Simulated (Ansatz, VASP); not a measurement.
**One calculation of CS2, two programs**

INCAR

```
SYSTEM = CS2
ALGO = Normal ; EDIFF = 1E-6
ENCUT = 520 ; GGA = PS
ISIF = 2 ; ISMEAR = 0
LASPH = .True. ; LCHARG = .False.
LREAL = .False. ; LWAVE = .False.
NBANDS = 15 ; NELM = 100
PREC = Accurate ; SIGMA = 0.05
```

KPOINTS

```
k-points
0
Gamma
  6 6 6
  0 0 0
```

The input POSCAR:

```
CS2
1.0
    0.0000000000      2.7417238126      2.7417238126
    2.7417238126      0.0000000000      2.7417238126
    2.7417238126      2.7417238126      0.0000000000
C S
1 2
Direct
    0.0000000000      0.0000000000      0.0000000000
    0.2500000000      0.2500000000      0.2500000000
    0.7500000000      0.7500000000      0.7500000000
```

Input for Ansatz:

```yaml
crystal:
  lattice:
    - [0.0, 2.7417238126, 2.7417238126]
    - [2.7417238126, 0.0, 2.7417238126]
    - [2.7417238126, 2.7417238126, 0.0]
  atoms:
    - { symbol: C, position: [0.0, 0.0, 0.0] }
    - { symbol: S, position: [0.25, 0.25, 0.25] }
    - { symbol: S, position: [0.75, 0.75, 0.75] }
basis:
  ecutwfc: 420
kpoints:
  mp_grid: { grid: [6, 6, 6] }
hamiltonian:
  xc: pbesol
scf:
  occupations: { method: gaussian, width: 0.05 }
output:
  forces: true
  stress: true
  eigenvalues: true
```

The cell comes from a database or a generator and needn't be the stable form of this composition.

Alike in both runs: task single point; functional PBEsol; k mesh 6 × 6 × 6; occupations gaussian, width 0.05 eV; no spin polarisation.

```csv
,VASP,Ansatz
version,VASP 6.6.1,Ansatz 0.2.0
potentials or method,"VASP PAW PBE potentials, release 64 (C, S)","scalar-relativistic, plane waves, PAW"
plane-wave cutoff (eV),520,420
valence electrons in the cell,16,16
```

VASP gave:

* gap on the k mesh at the Fermi level (eV): none
* pressure (GPa): -0.3

Q: Which values does Ansatz return?

A: gap on the k mesh at the Fermi level (eV): none; pressure (GPa): -0.4.

A gap of «none» marks a metal or a gap that the smearing closes. The functional is the same, so the differences come from potentials, cutoffs and numerics.

Caveats: the PAW data sets were made with another functional, which shifts forces and pressure a little (VASP).
